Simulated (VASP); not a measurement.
Consider the following.

```xyz
2
Lattice="0.0000 3.2900 3.2900 3.2900 0.0000 3.2900 3.2900 3.2900 0.0000" Properties=species:S:1:pos:R:3 pbc="T T T"
Rb     0.0000     0.0000     0.0000
Cl     3.2900     3.2900     3.2900
```

The numbers are results of G0W0 on PBE orbitals, VASP's PBE PAW potentials (set 64) (plane waves; VASP), not measurements. Settings: PREC = Normal, 500 eV cut-off, 6×6×6 Γ-centred mesh, Gaussian smearing of 0.010 eV, potentials Rb_sv_GW Cl_GW.

The mesh is coarse and the basis finite, so the quasiparticle values are not converged.

NBANDS = 128, ENCUTGW = 180 eV, NOMEGA = 64. The PBE levels (eV) that the step starts from are:

```
state                             KS energy  filling
--------------------------------  ---------  -------
k1 (0.00, 0.00, 0.00), band 5         -9.25        2
k1 (0.00, 0.00, 0.00), band 6         -1.28        2
k1 (0.00, 0.00, 0.00), band 7         -1.28        2
k1 (0.00, 0.00, 0.00), band 8         -1.28        2
k1 (0.00, 0.00, 0.00), band 9          3.72        0
k1 (0.00, 0.00, 0.00), band 10         6.71        0
k1 (0.00, 0.00, 0.00), band 11         6.71        0
k1 (0.00, 0.00, 0.00), band 12         6.71        0
k6 (0.33, 0.17, 0.00), band 5         -9.26        2
k6 (0.33, 0.17, 0.00), band 6         -1.86        2
k6 (0.33, 0.17, 0.00), band 7         -1.46        2
k6 (0.33, 0.17, 0.00), band 8         -1.42        2
k6 (0.33, 0.17, 0.00), band 9          5.43        0
k6 (0.33, 0.17, 0.00), band 10         5.90        0
k6 (0.33, 0.17, 0.00), band 11         8.15        0
k6 (0.33, 0.17, 0.00), band 12         8.34        0
k12 (-0.33, 0.33, 0.00), band 5       -9.28        2
k12 (-0.33, 0.33, 0.00), band 6       -1.82        2
k12 (-0.33, 0.33, 0.00), band 7       -1.56        2
k12 (-0.33, 0.33, 0.00), band 8       -1.53        2
k12 (-0.33, 0.33, 0.00), band 9        6.08        0
k12 (-0.33, 0.33, 0.00), band 10       7.04        0
k12 (-0.33, 0.33, 0.00), band 11       8.16        0
k12 (-0.33, 0.33, 0.00), band 12       8.40        0
```

Question: Give the quasiparticle energies and renormalisation factors Z.

Answer: 
| state | QP energy (eV) | Z |
|---|---|---|
| k1 (0.00, 0.00, 0.00), band 5 | -11.99 | 0.82 |
| k1 (0.00, 0.00, 0.00), band 6 | -3.16 | 0.79 |
| k1 (0.00, 0.00, 0.00), band 7 | -3.16 | 0.79 |
| k1 (0.00, 0.00, 0.00), band 8 | -3.16 | 0.79 |
| k1 (0.00, 0.00, 0.00), band 9 | 4.43 | 0.87 |
| k1 (0.00, 0.00, 0.00), band 10 | 7.96 | 0.86 |
| k1 (0.00, 0.00, 0.00), band 11 | 7.96 | 0.86 |
| k1 (0.00, 0.00, 0.00), band 12 | 7.96 | 0.86 |
| k6 (0.33, 0.17, 0.00), band 5 | -11.97 | 0.82 |
| k6 (0.33, 0.17, 0.00), band 6 | -3.84 | 0.79 |
| k6 (0.33, 0.17, 0.00), band 7 | -3.38 | 0.79 |
| k6 (0.33, 0.17, 0.00), band 8 | -3.32 | 0.79 |
| k6 (0.33, 0.17, 0.00), band 9 | 6.30 | 0.86 |
| k6 (0.33, 0.17, 0.00), band 10 | 6.90 | 0.86 |
| k6 (0.33, 0.17, 0.00), band 11 | 9.52 | 0.85 |
| k6 (0.33, 0.17, 0.00), band 12 | 9.78 | 0.85 |
| k12 (-0.33, 0.33, 0.00), band 5 | -11.99 | 0.82 |
| k12 (-0.33, 0.33, 0.00), band 6 | -3.80 | 0.79 |
| k12 (-0.33, 0.33, 0.00), band 7 | -3.48 | 0.79 |
| k12 (-0.33, 0.33, 0.00), band 8 | -3.47 | 0.79 |
| k12 (-0.33, 0.33, 0.00), band 9 | 7.04 | 0.86 |
| k12 (-0.33, 0.33, 0.00), band 10 | 8.02 | 0.85 |
| k12 (-0.33, 0.33, 0.00), band 11 | 9.62 | 0.85 |
| k12 (-0.33, 0.33, 0.00), band 12 | 9.65 | 0.85 |
On the mesh the gap opens from 5.00 to 7.58 eV.

The compound is RbCl in the rock salt structure. The cell was not relaxed at this level.
